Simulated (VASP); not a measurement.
Energy against volume of ZnF₂ (rutile). Computed with r2SCAN meta-GGA, VASP's PBE PAW potentials (set 64) (plane waves; VASP). Settings: 520 eV cut-off, 5×5×7 Γ-centred mesh, Gaussian smearing of 0.050 eV, potentials Zn F.

Shape and ions are relaxed at each volume.

```csv
V (Å³/atom),E (eV/atom)
10.873,-7.59183
11.220,-7.60610
11.567,-7.61108
11.914,-7.60823
```

Q: Fit these four points and predict the energy of the run at 12.261 Å³/atom.

A: A cubic in V^(−2/3), the third-order Birch-Murnaghan form, passes through the four points with V0 = 11.60 Å³/atom and B0 = 118 GPa, and gives -7.5988 eV/atom there. The run gave -7.5990 eV/atom, -0.2 meV/atom from the fit; all five points give B0 = 117 GPa.

The compound is ZnF2 in the rutile structure. It was relaxed first.
